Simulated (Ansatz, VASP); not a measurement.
# LiSbSeS in two plane-wave programs

Wanted: the spread between two codes on one cell, functional and k mesh. The cell is invented: As first built, before any earlier steps moved the atoms (in the runner's words): it takes the AgSbSeS structure with some of its atoms replaced by other elements, volume scaled by an estimate. It may not be a known or stable phase. The cell is taken from a series of VASP runs on this material, whose earlier steps may have relaxed, scaled or displaced it; both programs get it as it stands.

Program: Ansatz 0.2.0. Level of theory: plane waves, with VASP 6.6.1 beside it; relaxation of cell and atoms at PBE. Results are calculated unless marked as measured.

### 1. Set-up

It takes space group P4/mmm (No. 123, tetragonal). The conventional cell has a = 3.955 Å, b = 3.955 Å, c = 5.502 Å, α = 90.00°, β = 90.00°, γ = 90.00°. Nearest to Sb lie 2 Se at 2.75 Å and 4 S at 2.80 Å. Nearest to Se lie 2 Sb at 2.75 Å and 4 Li at 2.80 Å. S has 2 Li at 2.75 Å and 4 Sb at 2.80 Å nearest. Nearest to Li lie 2 S at 2.75 Å and 4 Se at 2.80 Å. As first built, before any earlier steps moved the atoms (in the runner's words): sites of the AgSbSeS structure (space group 123) filled with other elements, volume scaled by an estimate. Farther neighbours and most contacts between anions are not listed.

### 2. VASP: relaxation of cell and atoms, PBE

The relaxed volume is the usual yardstick between codes: its relative difference is about their pressure difference at one cell divided by the bulk modulus.

Lines of VASP's logs that name or quote its potential files are left out, and so is its time.

INCAR reads:

```
SYSTEM = LiSbSeS
PREC = Accurate
ENCUT = 650
EDIFF = 1E-06
NELM = 100
ISMEAR = 0
SIGMA = 0.05
LREAL = .FALSE.
ALGO = Normal
GGA = PE
NBANDS = 16
LORBIT = 11
LWAVE = .FALSE.
LCHARG = .FALSE.
KPAR = 2
IBRION = 2
NSW = 60
ISIF = 3
EDIFFG = -0.01
```

POSCAR reads:

```
LiSbSeS
1.0
    3.9548600834      0.0000000000      0.0000000000
    0.0000000000      3.9548600834      0.0000000000
    0.0000000000      0.0000000000      5.5021742452
Sb Se S Li
1 1 1 1
Direct
    0.5000000000      0.5000000000      0.5000000000
    0.5000000000      0.5000000000      0.0000000000
    0.0000000000      0.0000000000      0.5000000000
    0.0000000000      0.0000000000      0.0000000000
```

KPOINTS reads:

```
Automatic mesh
0
Gamma
6 6 4
0 0 0
```

The projector-augmented-wave data sets are Sb, Se, S and Li_sv (PBE family, release 64).

Launch:

```bash
mpirun -np 2 vasp_std
```

Numbers of over 12 decimals in the logs are rounded to 6 here.

What it wrote:

```text
[banner, memory and clock lines left out]
running    2 mpi-ranks, on    1 nodes
 distrk:  each k-point on    1 cores,    2 groups
 distr:  one band on    1 cores,    1 groups

 POSCAR found type information on POSCAR SbSeS Li
 POSCAR found :  4 types and       4 ions
 LDA part: xc-table for (Slater+PW92), standard interpolation
 POSCAR, INCAR and KPOINTS ok, starting setup
 FFT: planning ... GRIDC
 FFT: planning ... GRID_SOFT
 FFT: planning ... GRID
 WAVECAR not read
 entering main loop
       N       E                     dE             d eps       ncg     rms          rms(c)
DAV:   1     0.106004450715E+03    0.10600E+03   -0.83889E+03   960   0.128E+03
DAV:   2    -0.853380834688E+01   -0.11454E+03   -0.11089E+03  1320   0.205E+02
DAV:   3    -0.165708320152E+02   -0.80370E+01   -0.79995E+01  1312   0.575E+01
DAV:   4    -0.169886505263E+02   -0.41782E+00   -0.41751E+00  1600   0.112E+01
DAV:   5    -0.169921161489E+02   -0.34656E-02   -0.34655E-02  1296   0.112E+00    0.662E+00
DAV:   6    -0.160760799293E+02    0.91604E+00   -0.14516E+00  1184   0.607E+00    0.451E+00
DAV:   7    -0.160029846542E+02    0.73095E-01   -0.60202E-01  1256   0.368E+00    0.225E+00
DAV:   8    -0.160016180085E+02    0.13666E-02   -0.11507E-01  1080   0.177E+00    0.684E-01
DAV:   9    -0.159973651037E+02    0.42529E-02   -0.20983E-02  1248   0.786E-01    0.169E-01
DAV:  10    -0.159977123180E+02   -0.34721E-03   -0.24159E-03  1200   0.273E-01    0.112E-01
DAV:  11    -0.159976825000E+02    0.29818E-04   -0.46288E-04  1184   0.107E-01    0.394E-02
DAV:  12    -0.159977062971E+02   -0.23797E-04   -0.91748E-05  1192   0.570E-02    0.178E-02
DAV:  13    -0.159977053855E+02    0.91154E-06   -0.78021E-06  1328   0.154E-02
   1 F= -.15997705E+02 E0= -.15997269E+02  d E =-.159977E+02
[...]
2 F= -.16000920E+02 E0= -.16000572E+02  d E =-.321434E-02
[...]
3 F= -.16001131E+02 E0= -.16000813E+02  d E =-.342550E-02
 curvature:  -0.67 expect dE=-0.357E-04 dE for cont linesearch -0.323E-08
 trial: gam= 0.00948 g(F)=  0.102E-65 g(S)=  0.535E-04 ort = 0.498E-05 (trialstep = 0.107E+01)
 search vector abs. value=  0.541E-04
 bond charge predicted
       N       E                     dE             d eps       ncg     rms          rms(c)
DAV:   1    -0.160012712908E+02   -0.14082E-03   -0.24620E-03  1032   0.276E-01    0.708E-02
DAV:   2    -0.160011753693E+02    0.95921E-04   -0.23143E-04  1336   0.898E-02    0.316E-02
DAV:   3    -0.160011569012E+02    0.18468E-04   -0.50021E-05  1176   0.368E-02    0.115E-02
DAV:   4    -0.160011553331E+02    0.15681E-05   -0.36378E-06  1200   0.115E-02    0.681E-03
DAV:   5    -0.160011556552E+02   -0.32207E-06   -0.59993E-07   504   0.501E-03
   4 F= -.16001156E+02 E0= -.16000834E+02  d E =-.247675E-04
 trial-energy change:   -0.000025  1 .order   -0.000024   -0.000057    0.000009
 step:   0.9179(harm=  0.9179)  dis= 0.00000  next Energy=   -16.001155 (dE=-0.246E-04)
 reached required accuracy - stopping structural energy minimisation
```

Parts of OUTCAR (step 2):

```text
ion  position               nearest neighbor table
   1  0.500  0.500  0.500-   2 2.75   2 2.75   3 2.80   3 2.80   3 2.80   3 2.80
   2  0.500  0.500  0.000-   1 2.75   1 2.75
   3  0.000  0.000  0.500-   1 2.80   1 2.80   1 2.80   1 2.80
   4  0.000  0.000  0.000-

  LATTYP: Found a simple tetragonal cell.
 ALAT       =     3.9548600834
 C/A-ratio  =     1.3912437176

 Subroutine GETGRP returns: Found 16 space group operations
 (whereof 16 operations were pure point group operations)

The static configuration has the point symmetry D_4h.

 Found     30 irreducible k-points:

   k-points           NKPTS =     30   k-points in BZ     NKDIM =     30   number of bands    NBANDS=     16

   dimension x,y,z NGX =    36 NGY =   36 NGZ =   48
   dimension x,y,z NGXF=    72 NGYF=   72 NGZF=   96

   ENCUT  =  650.0 eV  47.77 Ry    6.91 a.u.   8.22  8.22 11.44*2*pi/ulx,y,z

   NELECT =      20.0000    total number of electrons

 k-points in reciprocal lattice and weights: Automatic mesh
   0.00000000  0.00000000  0.00000000       0.007
   0.16666667  0.00000000  0.00000000       0.028
   0.33333333  0.00000000  0.00000000       0.028
   0.50000000  0.00000000  0.00000000       0.014
   0.16666667  0.16666667  0.00000000       0.028
   0.33333333  0.16666667  0.00000000       0.056
   0.50000000  0.16666667  0.00000000       0.028
   0.33333333  0.33333333  0.00000000       0.028
   0.50000000  0.33333333  0.00000000       0.028
[...]
0.50000000  0.33333333  0.50000000       0.028
   0.50000000  0.50000000  0.50000000       0.007

 average (electrostatic) potential at core
       1 -88.9530       2 -52.5628       3 -86.9354       4 -59.8341

 E-fermi :   4.7387

 k-point     1 :       0.0000    0.0000    0.0000
  band No.  band energies     occupation
    ...
      6       0.7388      2.00000
      7       0.7388      2.00000
      8       3.3005      2.00000
      9       4.2634      2.00000
     10       4.2634      2.00000
     11       8.0795      0.00000
     12       8.9314      0.00000
     13       9.1945      0.00000
     14       9.1945      0.00000
     15      10.8939      0.00000
    ...

 k-point     2 :       0.1667    0.0000    0.0000
  band No.  band energies     occupation
    ...
      6       0.9863      2.00000
      7       1.3947      2.00000
      8       3.0418      2.00000
      9       3.6632      2.00000
     10       4.2959      2.00000
     11       7.9050      0.00000
     12       7.9800      0.00000
     13       9.0602      0.00000
     14       9.6888      0.00000
     15      10.4492      0.00000
    ...

 k-point     3 :       0.3333    0.0000    0.0000
  band No.  band energies     occupation
    ...
      6       1.6723      2.00000
      7       1.9909      2.00000
      8       2.3867      2.00000
      9       3.2964      2.00000
     10       4.1391      2.00000
     11       6.2429      0.00000
     12       6.4797      0.00000
     13       9.9401      0.00000
     14      10.1079      0.00000
     15      11.4399      0.00000
    ...

  Total        0.0057910      0.0057910      0.0069365      0.0000000     -0.0000000     -0.0000000
  in kB        0.1080871      0.1080871      0.1294689      0.0000000     -0.0000000     -0.0000000
  external PRESSURE =       0.1152144 kB  Pullay stress =       0.0000000 kB

  energy-cutoff  :      650.00
  volume of cell :       85.84
      direct lattice vectors                 reciprocal lattice vectors
     3.934726291  0.000000000  0.000000000     0.254147284  0.000000000 -0.000000000
     0.000000000  3.934726291  0.000000000     0.000000000  0.254147284 -0.000000000
     0.000000000  0.000000000  5.544461883    -0.000000000 -0.000000000  0.180360154

 POSITION                                       TOTAL-FORCE (eV/Angst)
 -----------------------------------------------------------------------------------
      1.96736      1.96736      2.77223        -0.000000     -0.000000      0.000000
      1.96736      1.96736      0.00000        -0.000000     -0.000000      0.000000
      0.00000      0.00000      2.77223        -0.000000     -0.000000      0.000000
      3.93473      3.93473      0.00000         0.000000      0.000000      0.000000
 -----------------------------------------------------------------------------------
    total drift:                                0.000000      0.000000      0.000000

  FREE ENERGIE OF THE ION-ELECTRON SYSTEM (eV)
  ---------------------------------------------------
  free  energy   TOTEN  =       -16.0011556552 eV

  energy  without entropy=      -16.0005120702  energy(sigma->0) =      -16.00083386

 reached required accuracy - stopping structural energy minimisation

 total charge
# of ion       s       p       d       tot
------------------------------------------
    1        1.296   0.878   0.069   2.243
    2        1.457   2.380   0.017   3.854
    3        1.364   2.309   0.000   3.672
    4        2.008   0.038   0.000   2.046
--------------------------------------------------
tot          6.124   5.604   0.086  11.815

[... 3 further parts left out ...]
```

CONTCAR:

```
LiSbSeS
   1.00000000000000
     3.9347262906567511    0.0000000000000000    0.0000000000000000
     0.0000000000000000    3.9347262906567511    0.0000000000000000
     0.0000000000000000    0.0000000000000000    5.5444618832154493
  Sb              Se              S               Li
     1     1     1     1
Direct
     0.5000000000000000    0.5000000000000000    0.5000000000000000
     0.5000000000000000    0.5000000000000000    0.0000000000000000
     0.0000000000000000    0.0000000000000000    0.5000000000000000
     1.0000000000000000    1.0000000000000000    0.0000000000000000
```

The gap is under twice the smearing width, so the edge states are partly filled and the run can't tell a small gap from a semimetal.

### 3. Ansatz: relaxation of cell and atoms, PBE

Ansatz runs on its default PAW (the set named soft_2) files.

The same cell, functional, mesh and smearing now go to Ansatz, which takes its cutoff from its data sets.

input.yaml reads:

```yaml
crystal:
  lattice:
    - [3.9548600834, 0.0, 0.0]
    - [0.0, 3.9548600834, 0.0]
    - [0.0, 0.0, 5.5021742452]
  atoms:
    - { symbol: Sb, position: [0.5, 0.5, 0.5] }
    - { symbol: Se, position: [0.5, 0.5, 0.0] }
    - { symbol: S, position: [0.0, 0.0, 0.5] }
    - { symbol: Li, position: [0.0, 0.0, 0.0] }
hamiltonian:
  xc: pbe
  pseudopotentials: { kind: paw }
kpoints:
  mp_grid: { grid: [6, 6, 4] }
scf:
  occupations: { method: gaussian, width: 0.05 }
relax:
  f_tol: 0.01
  max_steps: 60
  cell: { stress_tol: 0.05 }
output:
  forces: true
  stress: true
  write_density: true
  write_potential: true
  elf: true
  volumetric_format: npy
```

Launch:

```bash
ansatz run input.yaml --threads 4 --pin off --max-ram 9216MiB --backend cpu --events-out ev --progress --plain --runs-dir out
```

What it wrote:

```text
Engine: ansatz 0.2.0, aarch64-unknown-linux-gnu
Pseudopotentials: kind: paw
Pseudopotential: Sb, paw, valence charge 15, recommended cutoff 420 eV (normal), Sb.paw.azcp
Pseudopotential: Se, paw, valence charge 16, recommended cutoff 420 eV (normal), Se.paw.azcp
Pseudopotential: S, paw, valence charge 6, recommended cutoff 420 eV (normal), S.paw.azcp
Pseudopotential: Li, paw, valence charge 3, recommended cutoff 420 eV (normal), Li.paw.azcp
Functional definition: PBE
  parameter kappa = 0.804
  parameter beta = 0.066725
  exchange = pbe_x(kappa = kappa, mu = beta*pi^2/3)
  correlation = pbe_c(beta = beta)
Crystal: 4 atoms, lattice volume = 86.059 Å³
Basis set: ecut = 420 eV, 1707 PW (Γ), exchange–correlation on 54×54×80 points (8 copies of the dense FFT grid, shifted against one another)
Bands: 24, of which v1, the nominal top of the filled ones, is band 20 counted from 1 (19 counted from 0)
Symmetry: 16 space group operations
Space group: P4/mmm (ITA 123), of the structure as read, at distance tolerance 4.4e-5 Å
k-points: 30 of 144
Non-local potential: Sb, projectors of the file, l = 0: 2, l = 1: 2, l = 2: 2, l = 3: 2
Non-local potential: Se, projectors of the file, l = 0: 2, l = 1: 2, l = 2: 3, l = 3: 1
Non-local potential: S, projectors of the file, l = 0: 2, l = 1: 2, l = 2: 2
Non-local potential: Li, projectors of the file, l = 0: 3, l = 1: 2, l = 2: 1
PAW form: soft (Blöchl's): semilocal exchange-correlation on the pseudo side does not see the compensation charge
PAW one-centre angular grid: Sb, 590 points (default); XC on 64 Gauss nodes
PAW one-centre angular grid: Se, 590 points (default); XC on 64 Gauss nodes
PAW one-centre angular grid: S, 110 points (default); XC on 64 Gauss nodes
PAW one-centre angular grid: Li, 110 points (default); XC on 64 Gauss nodes
Initial density: superposition of atomic densities (neutral atoms: chi_scale 0, normalization atom), corrected by the library's trained network
Initial wavefunctions: pseudopotential atomic-orbital guess
Functional: x = pbe(κ = 0.804, μ = 0.219515), c = pbe(β = 0.066725)
SCF iter   1: F=—  HF=-13062.648549 eV  |F-HF|=—  |Δ(HF+E_count)|=         —  Δρ=3.94e-3  dr2=2.34e-2  ethr=1.77e-3  ⟨swp⟩=6.0  Hψ=3293  notcnv=0
preconditioner: auto → Resta (q_TF=auto, 2.401 Å⁻¹)  ε∞=4.6  [insulator: Δε(μ)=0.087 eV  Ē_g=8.999 eV  σ=0.050 eV  W_gap=0.74  n_scr=20 (ndim 8)  ℏωp=17.0 eV  f_vac=0.000  D(μ)=0.30/eV (n_scr^D=0)  ε∞_Penn≈4.6]
SCF iter   2: F=—  HF=-13062.642506 eV  |F-HF|=—  |Δ(HF+E_count)|=   6.04e-3  Δρ=1.93e-3  dr2=3.94e-3  ethr=5.85e-5  ⟨swp⟩=1.9  Hψ=1108  notcnv=0
SCF iter   3: F=—  HF=-13062.641589 eV  |F-HF|=—  |Δ(HF+E_count)|=   9.17e-4  Δρ=6.32e-4  dr2=4.52e-4  ethr=9.85e-6  ⟨swp⟩=2.3  Hψ=1253  notcnv=0
SCF iter   4: F=—  HF=-13062.641470 eV  |F-HF|=—  |Δ(HF+E_count)|=   1.19e-4  Δρ=1.95e-4  dr2=4.93e-5  ethr=1.13e-6  ⟨swp⟩=2.0  Hψ=1316  notcnv=0
SCF iter   5: F=—  HF=-13062.641582 eV  |F-HF|=—  |Δ(HF+E_count)|=   1.12e-4  Δρ=5.89e-5  dr2=3.25e-6  ethr=1.23e-7  ⟨swp⟩=2.0  Hψ=959  notcnv=0
SCF iter   6: F=—  HF=-13062.641584 eV  |F-HF|=—  |Δ(HF+E_count)|=   1.80e-6  Δρ=2.47e-5  dr2=6.00e-7  ethr=8.12e-9  ⟨swp⟩=2.0  Hψ=1142  notcnv=0
SCF iter   7: F=-13062.641584 eV  HF=-13062.641584 eV  |F-HF|=2.04e-9  |Δ(HF+E_count)|=   4.44e-8  Δρ=5.32e-6  dr2=2.44e-8  ethr=2.50e-10  ⟨swp⟩=6.1  Hψ=4640  notcnv=0
SCF 1 converged in 7 iterations: F = -13062.641584 eV  dr2 = 2.44e-8
  greatest PAW one-centre occupation: 1.000 electrons in one spin orbital (limit 2), on the Se atom at site 1 (counted from 0), in its partial waves of l = 2
relax step   1: F+E_penalty+E_count = -13062.64158351 eV  Δ(F+E_penalty+E_count) = +0.000e0 eV  max|allowed force component| = 6.567e-29 eV/Å  Δτ_max = 0.0000 Å  P = +0.089 GPa  Ω = 86.059 Å³  (7 SCF iters, dr2 threshold 1.00e-7 eV, accepted)
[...]
relax step   2: F+E_penalty+E_count = -13062.64454258 eV  Δ(F+E_penalty+E_count) = -2.959e-3 eV  max|allowed force component| = 1.880e-29 eV/Å  Δτ_max = 0.0000 Å  P = -0.085 GPa  Ω = 86.185 Å³  energy of the carried Pulay correction = -1.894e-5 eV  (5 SCF iters, dr2 threshold 4.00e-7 eV, accepted)
[...]
relax step   3: F+E_penalty+E_count = -13062.64476534 eV  Δ(F+E_penalty+E_count) = -2.228e-4 eV  max|allowed force component| = 6.950e-28 eV/Å  Δτ_max = 0.0000 Å  P = +0.026 GPa  Ω = 86.039 Å³  energy of the carried Pulay correction = -1.056e-6 eV  (4 SCF iters, dr2 threshold 2.53e-7 eV, accepted)
[...]
relax step   4: F+E_penalty+E_count = -13062.64476878 eV  Δ(F+E_penalty+E_count) = -3.434e-6 eV  max|allowed force component| = 8.278e-28 eV/Å  Δτ_max = 0.0000 Å  P = +0.026 GPa  Ω = 86.039 Å³  stress off target by 2.90e-2 GPa  SCF on the basis re-selected at this cell (its energy is not comparable with the rows above)  (7 SCF iters)
basis re-selected at this cell: Δ(F+E_penalty+E_count) = -3.434e-6 eV, ΔP = -0.000 GPa vs the last step (what re-selecting the basis moved, of the pressure what is left beyond the Pulay correction that the steps carried, after the strain that the cell walked since its last selection, with what the two solves' SCF thresholds leave and, on support functions, any second-order correction that the steps lacked; it is no m [...]
SCF converged after 7 iterations
Free energy (F): -13062.644769 eV
Harris-Foulkes:  -13062.644769 eV  (|F-HF|=3.64e-12)
Internal energy: -13062.644140 eV  (E = F + TS)
E sigma→0 (E₀):  -13062.644454 eV
Entropy (-TS):   -0.000629 eV (-0.157 meV/atom)
Fermi energy:    7.419110 eV
--- Per-component energies (eV) ---
  E_band       = -656.738264
  E_kinetic    = 452.676076
  E_local      = -4512.613428  (includes V_loc(G=0)·N_el)
  E_nonlocal   = -239.304183
  E_hartree    = 2114.328171
  E_xc         = -350.860015
  E_vxc        = -296.095569  (∫ρ·V_xc dr)
  E_paw        = -7106.254283  (= ΣΔE_a)
  E_vpaw       = -290.056898  (= ΣTr[D̂ρ^β])
  E_aug_tail   = -0.000520  (compensation charges beyond the density's cutoff)
  E_ewald      = -3420.615958
  E_smearing   = -0.000629  (= −TS)
  E_closure    = -0.000000  (closes the sum)
  Σ components = -13062.644769   (vs F -13062.644769, Δ=0.00e0)
--- Forces (eV/Å), atoms counted from 1 ---
  atom   1  Sb    -0.00000000    -0.00000000    -0.00000000
  atom   2  Se     0.00000000     0.00000000     0.00000000
  atom   3  S     -0.00000000     0.00000000     0.00000000
  atom   4  Li     0.00000000     0.00000000     0.00000000
  max |Σ_I F_I| component: 8.29e-28 eV/Å
--- Stress (GPa, compression-positive) ---
        0.029013      -0.000000      -0.000000
       -0.000000       0.029013       0.000000
       -0.000000       0.000000       0.019282
  P = ⅓ Tr σ = 0.0258 GPa (0.258 kbar)
--- Band table (eV; the first three rows and the last of 30) ---
  k-point 0: bands = [... 16 lower, 3.4298, 5.9818, 6.9416, 6.9416, 10.7740, 11.5929, 11.8662, 11.8662]
  k-point 1: bands = [... 16 lower, 3.4921, 6.1281, 6.7929, 6.7929, 10.9170, 11.0948, 11.6198, 11.6198]
  k-point 2: bands = [... 16 lower, 4.2199, 6.6413, 6.6413, 6.7993, 8.8349, 11.0957, 11.4602, 11.4602]
  k-point 29: bands = [... 16 lower, 4.7175, 4.7175, 5.0283, 7.4138, 8.3677, 12.3057, 12.3057, 13.7633]
--- Relaxed structure (3 steps of the walk, 3 accepted, 1 SCFs on fresh bases) ---
  F+E_penalty+E_count = -13062.64476878 eV   max|allowed force component| = 8.278e-28 eV/Å   (the final SCF, on the basis selected at the relaxed cell)
  cell:  # Å, volume = 86.0391 Å³
    - [3.938293, 0, 0.0]
    - [0, 3.938293, 0.0]
    - [0.0, 0.0, 5.547277]
  atoms:
    - { symbol: Sb, position: [0.500000, 0.500000, 0.500000] }
    - { symbol: Se, position: [0.500000, 0.500000, 0.0] }
    - { symbol: S, position: [0, 0, 0.500000] }
    - { symbol: Li, position: [0, 0, 0.0] }
```

It took 3.7 s on 4 threads of Arm Neoverse V2, shared host; peak memory 0.46 GiB.

### 4. Differences

Known differences besides the potentials themselves: both relaxations stop at a tolerance, which leaves soft axes loose, and VASP keeps its plane-wave basis; the data sets hold 40 valence electrons in Ansatz (default PAW (the set named soft_2) files) and 20 in VASP; the cutoff is 420 eV in Ansatz and 650 eV in VASP; VASP leaves aspherical gradient terms in its spheres out (LASPH is not set), Ansatz keeps them; Ansatz adds a Pulay correction to the stress that steers its cell, VASP none. Total energies have different zeros and are not compared.

Both answers:

| quantity | Ansatz | VASP | difference |
| --- | --- | --- | --- |
| volume (Å³) | 86.04 | 85.84 | +0.23 % |
| edge a after relaxation, in the typed setting (Å) | 3.938 | 3.935 | +0.09 % |
| edge c after relaxation, in the typed setting (Å) | 5.547 | 5.545 | +0.05 % |

The walks stopped with 0.03 GPa left in Ansatz and 0.01 GPa in VASP; each walk ends within a tolerance, so the volume difference is uncertain by about these residues over the bulk modulus, most in soft cells.

### 5. Outcome

```
difference in volume (relaxation of cell and atoms, PBE) : 0.23 %
```

**Reading.** The difference in volume is 0.23 % (relaxation of cell and atoms, PBE), within the 1.2 % picked in this series as the mark of a large difference, as far as the stopping tolerances let one tell. How closely two codes agree says nothing of how well the functional describes the real material.

[Lines on the potential files, build, host, timing and source positions are cut from VASP's logs without a mark.]

[Logs are printed without paths, hosts, clocks, repeated set-up lines and the standing remarks that a program may print on its own settings, such as how far it seeks lower states.]

[Hosts, paths, dates, database ids (printed as entryN), source tags and the programs' standing remarks are cut or masked in the printed files.]
